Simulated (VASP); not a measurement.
Wanted: the native input for a VASP 6.6.1 run.

```
Task                   : relaxation of cell and atoms
Functional             : PBE
Potentials or basis    : VASP PAW PBE potentials, release 64 (Rb_sv, Au)
Cutoff                 : 600 eV
k mesh                 : 4 × 4 × 4
Occupations            : gaussian, width 0.1 eV
Spin                   : no spin polarisation
Dipole correction      : no
Further INCAR settings : ALGO = Normal; EDIFF = 1e-06; IBRION = 2; EDIFFG = -0.04; NSW = 90; ISIF = 3
```

The structure of Rb7Au lies in POSCAR:

```
Rb7Au
1.0
    0.0000000000      5.3009964500      5.3009964500
    5.3009964500      0.0000000000      5.3009964500
    5.3009964500      5.3009964500      0.0000000000
Rb Au
7 1
Direct
    0.5000000000      0.0000000000      0.0000000000
    0.0000000000      0.5000000000      0.5000000000
    0.0000000000      0.5000000000      0.0000000000
    0.5000000000      0.0000000000      0.5000000000
    0.0000000000      0.0000000000      0.5000000000
    0.5000000000      0.5000000000      0.0000000000
    0.5000000000      0.5000000000      0.5000000000
    0.0000000000      0.0000000000      0.0000000000
```

The cell was built by a generator and needn't be a form met in nature.

The cell isn't the ideal one: species swapped into the Zn7Tc type (Fm-3m, No. 225).

These files were run (other wordings do the same):

INCAR

```
  PREC = Accurate
  ENCUT = 600
  EDIFF = 1E-6
  ISMEAR = 0
  SIGMA = 0.1
  LREAL = False
  LASPH = True
  NELM = 100
  ALGO = Normal
  ISIF = 3
  LWAVE = False
  LCHARG = False
  GGA = PE
  IBRION = 2
  NSW = 90
  EDIFFG = -0.04
```

KPOINTS

```
Automatic mesh
0
Gamma
  4 4 4
```

Potentials or basis: VASP PAW PBE potentials, release 64 (Rb_sv, Au).

Launch:

```sh
$ cat potpaw_PBE.64/Rb_sv/POTCAR potpaw_PBE.64/Au/POTCAR > POTCAR
$ mpirun -np 1 vasp_std > vasp.out
```

It gave:

```yaml
Relaxed_volume: 74.42 Å³/atom
Relaxed_cell: a = 9.443 Å, b = 9.443 Å, c = 9.443 Å, α = 60.00°, β = 60.00°, γ = 60.00°
Space_group_after_relaxing_to_0.05_Å: Fm-3m (No. 225)
Energy_gained_by_relaxing: 525.2 meV/atom
Ionic_steps: 5
Pressure_after_relaxing: 0.0 GPa
Band_gap_on_the_k_mesh: none (metal or under the smearing width)
```

Caveat: the volume moved by over 15 % at a fixed basis, so the end points are rough.

It took 11 min on 1 thread of Intel(R) Xeon(R) 6975P-C (Granite Rapids), with other jobs on the host, peak memory 0.56 GiB.
